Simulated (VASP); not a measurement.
Input:

```
CELL_PARAMETERS angstrom
      4.09800     0.00000     0.00000
      0.00000     4.09800     0.00000
      0.00000     0.00000     4.09800
ATOMIC_POSITIONS crystal
  K  0.00000 0.00000 0.00000
  Ta 0.50000 0.50000 0.50000
  O  0.50000 0.00000 0.50000
  O  0.00000 0.50000 0.50000
  O  0.50000 0.50000 0.00000
```

These are TPSS meta-GGA, VASP's PBE PAW potentials (set 64) (plane waves; VASP) values and carry that method's errors. Numerical set-up: 520 eV cut-off, 6×6×6 Γ-centred mesh, Gaussian smearing of 0.050 eV, potentials K_sv Ta_pv O.

Q: Give the stress tensor in GPa (positive for a compressed cell).

A: 
```
-9.89   0.00   0.00
 0.00  -9.89   0.00
 0.00   0.00  -9.89
```
The pressure is its mean diagonal, -9.89 GPa.

The compound is KTaO3 in the cubic perovskite structure. This cell is one point of a volume scan, at 1.06 of the reference volume.
